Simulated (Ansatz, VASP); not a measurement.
# Cross-check of WC (Qusongite) between VASP and Ansatz, part 2 of 2

Wanted: the spread between two codes on one cell, functional and k mesh. The cell is taken from a series of runs on this material, whose earlier steps may have relaxed, scaled, displaced or heated it; both programs get it as it stands.

VASP 6.6.1 and Ansatz 0.2.0.

So far: The starting structure; VASP: zone-centre phonons, PBEsol.

## 3. Ansatz: zone-centre phonons, PBEsol

Level of this step: Ansatz beside VASP: Kohn-Sham DFT, plane waves, PBEsol (Ansatz).

Ansatz runs on its PAW soft_1 files.

The same cell, functional, mesh and smearing now go to Ansatz, which takes its cutoff from its data sets.

Contents of input.yaml:

```yaml
crystal:
  lattice:
    - [2.8881453923, 0.0, 0.0]
    - [-1.4440726961, 2.5012072796, 0.0]
    - [0.0, 0.0, 2.8846584724]
  atoms:
    - { symbol: C, position: [0.6666666674, 0.3333333326, 0.5] }
    - { symbol: W, position: [-8.0e-10, 8.0e-10, 0.0] }
kpoints:
  mp_grid: { grid: [18, 18, 16] }
hamiltonian:
  xc: pbesol
  pseudopotentials: { kind: paw, azcp: { folder: soft_1 }, xc_functional: pbe }
scf:
  occupations: { method: methfessel_paxton, width: 0.2 }
output:
  eigenvalues: true
phonons:
  method: dfpt
```

The run is started by

```
$ ansatz run input.yaml --threads 4 --pin off --max-ram 10240MiB --backend cpu --events-out ev --progress --plain --runs-dir out
```

Numbers of over 12 decimals in the logs are rounded to 6 here.

The program printed:

```text
zone centre: on kpoints.mp_grid the ground state, and the responses unless they are solved on pairs of k-points, stand on 819 of the mesh's 5184 k-points, reduced under 4 symmetry operations, with k and −k counted as one. Each operation leaves every solved displacement unchanged or reverses it
Engine: ansatz 0.2.0, x86_64-unknown-linux-gnu
Pseudopotentials: kind: paw
Pseudopotential: C, paw, valence charge 4, recommended cutoff 420 eV (normal), soft_1/C.paw.azcp
Pseudopotential: W, paw, valence charge 14, recommended cutoff 420 eV (normal), soft_1/W.paw.azcp
Functional definition: PBEsol
  exchange = pbesol_x
  correlation = pbesol_c
Crystal: 2 atoms, lattice volume = 20.838 Å³
Basis set: ecut = 420 eV, 405 PW (Γ), exchange–correlation on 40×40×40 points (8 copies of the dense FFT grid, shifted against one another)
Bands: 13, of which v1, the nominal top of the filled ones, is band 9 counted from 1 (8 counted from 0)
Symmetry: 12 space group operations
k-points: 819 of 5184 (irreducible under 4 space group operations, time reversal used)
Non-local potential: C, projectors of the file, l = 0: 2, l = 1: 2, l = 2: 1
Non-local potential: W, projectors of the file, l = 0: 3, l = 1: 2, l = 2: 2, l = 3: 1
PAW form: soft (Blöchl's): semilocal exchange-correlation on the pseudo side does not see the compensation charge
PAW frozen core: C, regenerated for the run's functional, and the local potential with it (the file was generated under x = pbe(κ = 0.804, μ = 0.219515), c = pbe(β = 0.066725))
PAW frozen core: W, regenerated for the run's functional, and the local potential with it (the file was generated under x = pbe(κ = 0.804, μ = 0.219515), c = pbe(β = 0.066725))
PAW one-centre angular grid: C, 110 points (default); XC on 64 Gauss nodes
PAW one-centre angular grid: W, 590 points (default); XC on 64 Gauss nodes
Initial density: superposition of atomic densities (chi_scale 0.1, normalization cell, long waves kept (reshape's long-wave potential 0.00 eV rms))
Initial wavefunctions: pseudopotential atomic-orbital guess
Functional: x = pbesol(κ = 0.804, μ = 0.123457), c = pbesol(β = 0.046)
SCF iter   1: F=—  HF=-10505.887538 eV  |F-HF|=—  |Δ(HF+E_count)|=         —  Δρ=1.27e-1  dr2=4.63e0  ethr=3.10e-3  ⟨swp⟩=5.0  Hψ=53598  notcnv=0
preconditioner: auto → none  [metal: Δε(μ)=0.027 eV  Ē_g=10.709 eV  σ=0.200 eV  W_gap=0.11  n_scr=8 (ndim 8)  ℏωp=25.7 eV  f_vac=0.000  D(μ)=0.14/eV (n_scr^D=0)  sad-step TF]
SCF iter   2: F=—  HF=-10505.330082 eV  |F-HF|=—  |Δ(HF+E_count)|=   5.57e-1  S|Δr|=    0.00e0  Δρ=9.08e-2  dr2=2.41e0  ethr=3.10e-3  ⟨swp⟩=2.0  Hψ=20397  notcnv=0
SCF iter   3: F=—  HF=-10504.726109 eV  |F-HF|=—  |Δ(HF+E_count)|=   6.04e-1  S|Δr|=    0.00e0  Δρ=9.10e-3  dr2=1.98e-2  ethr=3.10e-3  ⟨swp⟩=2.1  Hψ=18220  notcnv=0
SCF iter   4: F=—  HF=-10504.723606 eV  |F-HF|=—  |Δ(HF+E_count)|=   2.50e-3  S|Δr|=    0.00e0  Δρ=1.02e-3  dr2=1.05e-4  ethr=1.10e-4  ⟨swp⟩=1.0  Hψ=17108  notcnv=0
SCF iter   5: F=—  HF=-10504.723677 eV  |F-HF|=—  |Δ(HF+E_count)|=   7.11e-5  S|Δr|=    0.00e0  Δρ=1.79e-4  dr2=3.46e-6  ethr=5.82e-7  ⟨swp⟩=2.2  Hψ=16504  notcnv=0
SCF iter   6: F=—  HF=-10504.723678 eV  |F-HF|=—  |Δ(HF+E_count)|=   1.52e-6  S|Δr|=    0.00e0  Δρ=2.97e-5  dr2=1.15e-7  ethr=1.92e-8  ⟨swp⟩=2.4  Hψ=16304  notcnv=0
SCF iter   7: F=—  HF=-10504.723678 eV  |F-HF|=—  |Δ(HF+E_count)|=   1.91e-7  S|Δr|=    0.00e0  Δρ=4.88e-6  dr2=2.17e-9  ethr=6.38e-10  ⟨swp⟩=2.2  Hψ=15422  notcnv=0
SCF iter   8: F=—  HF=-10504.723678 eV  |F-HF|=—  |Δ(HF+E_count)|=  1.33e-10  S|Δr|=    0.00e0  Δρ=6.90e-7  dr2=4.67e-11  ethr=1.21e-11  ⟨swp⟩=2.7  Hψ=17174  notcnv=0
SCF iter   9: F=-10504.723678 eV  HF=-10504.723678 eV  |F-HF|=1.82e-12  |Δ(HF+E_count)|=  1.27e-11  S|Δr|=    0.00e0  Δρ=7.21e-8  dr2=1.29e-12  ethr=1.00e-12  ⟨swp⟩=5.0  Hψ=40124  notcnv=0
SCF 1 converged in 9 iterations: F = -10504.723678 eV  dr2 = 1.29e-12
  greatest PAW one-centre occupation: 0.999 electrons in one spin orbital (limit 2), on the W atom at site 1 (counted from 0), in its partial waves of l = 0
DFPT response loops at Γ: preconditioner auto → Kerker (q_TF=auto, 2.663 Å⁻¹) (partly filled bands, converged f_vac=0.000); β = 1.00, the filter's whole step (`scf.mixing.beta` (0.50) is not read by the response loops under this deck's `scf.mixing.preconditioner`; to damp them name `kerker` or `kerker_dos`, under which they read `scf.mixing.beta`, and type it under 1.00, their step now; both keys bind the ground state too); Broyden in place of MSR1
SCF converged after 9 iterations
Stability not checked: this state was not tested for a lower state beside it, because cold or Methfessel-Paxton smearing, or corrected tetrahedra, fill the levels in a way that the test cannot read (fill_not_monotonic; see scf.lower_state_search)
Free energy (F): -10504.723678 eV
Harris-Foulkes:  -10504.723678 eV  (|F-HF|=1.82e-12)
Internal energy: -10504.724225 eV  (E = F + TS)
E sigma→0 (E₀):  -10504.723815 eV
Entropy (-TS):   0.000547 eV (0.274 meV/atom)
Fermi energy:    20.170358 eV
--- Per-component energies (eV) ---
  E_band       = -64.768008
  E_kinetic    = 508.367030
  E_local      = -605.663407  (includes V_loc(G=0)·N_el)
  E_nonlocal   = -0.182501
  E_hartree    = 247.211023
  E_xc         = -313.566882
  E_vxc        = -290.185842  (∫ρ·V_xc dr)
  E_paw        = -8546.811517  (= ΣΔE_a)
  E_vpaw       = -171.525534  (= ΣTr[D̂ρ^β])
  E_aug_tail   = 0.000169  (compensation charges beyond the density's cutoff)
  E_ewald      = -1794.321099
  E_core_change = 0.242958  (= ΣΔE_core)
  E_smearing   = 0.000547  (= −TS)
  E_closure    = 0.000000  (closes the sum)
  Σ components = -10504.723678   (vs F -10504.723678, Δ=0.00e0)
--- Band table (eV; the first three rows and the last of 819) ---
  k-point 0: bands = [... 5 lower, 15.8479, 17.0376, 17.0376, 20.0823, 23.3604, 23.3604, 25.7178, 25.7178]
  k-point 1: bands = [... 5 lower, 15.7873, 17.0794, 17.0794, 20.0801, 23.0383, 23.0383, 25.9153, 25.9153]
  k-point 2: bands = [... 5 lower, 15.5669, 17.2020, 17.2020, 20.1477, 22.3493, 22.3493, 26.2094, 26.2094]
  k-point 818: bands = [... 5 lower, 13.9423, 14.4995, 18.1792, 18.8693, 25.0247, 25.6776, 26.2767, 29.6300]
--- Phonons (Γ-DFPT): 4 representative perturbations + reference, on 819 of 5184 k-points (Σ response iterations 12) ---
  k mesh reduced under 4 symmetry operations, with k and −k counted as one. Each operation leaves every solved displacement unchanged or reverses it
  ASR residual: 5.208e-5 → 0.000e0 eV/Å²; symmetrization residual: 1.685e-6 eV/Å²
  ASR residual per site (eV/Å²): 8.46e-6 5.21e-5
  Γ frequencies (cm⁻¹): 0.00 0.00 0.00 550.98 599.19 599.19
  non-analytic LO–TO correction: not included (Born effective charges unavailable; polar crystals: no LO–TO splitting at Γ)
```

The column dr2 measures how far the density is from self-consistency, as an energy; F and HF (Harris–Foulkes) agree once it is small.

## 4. Differences

Known differences besides the potentials themselves: the data sets hold 18 valence electrons in Ansatz (on its PAW soft_1 files) and 10 in VASP; the cutoff is 420 eV in Ansatz and 600 eV in VASP; Ansatz makes its cores anew for this functional, VASP keeps those of its PBE data sets. Total energies have different zeros and are not compared.

Compared:

| quantity | Ansatz | VASP | difference |
| --- | --- | --- | --- |
| optical mode 1 (cm⁻¹) | 551.0 | 557.4 | -1.16 % |
| optical mode 2 to 3 (cm⁻¹) | 599.2 | 605.1 | -0.98 % |

Modes are paired by rising frequency, not by their patterns, so a pair may set unlike modes beside each other; they are those without the splitting of longitudinal modes.

## 5. Summary of results

| Property | Result |
| --- | --- |
| r.m.s. difference of the optical zone-centre modes, each program's sorted by frequency (zone-centre phonons, PBEsol) | 6.1 cm⁻¹ |
| difference in optical mode 1 (zone-centre phonons, PBEsol) | -1.2 % |

**Reading.** The r.m.s. difference of the optical zone-centre modes, each program's sorted by frequency is 6.1 cm⁻¹ (zone-centre phonons, PBEsol). The data sets hold unlike numbers of valence electrons (18 in Ansatz and 10 in VASP), so part of the differences comes from the potentials. Among the rows given in per cent, the largest difference of the zone-centre phonons, PBEsol pair is in optical mode 1, -1.2 %. Such differences can come from data sets, numerical settings and the points named under the comparisons, not from the functional's error against experiment.

[Lines on the potential files, build, host, timing and source positions are cut from VASP's logs without a mark.]

[Logs are printed without paths, hosts, clocks, repeated set-up lines and the standing remarks that a program may print on its own settings, such as how far it seeks lower states.]

[Hosts, paths, dates, database ids (printed as entryN), source tags and the programs' standing remarks are cut or masked in the printed files.]
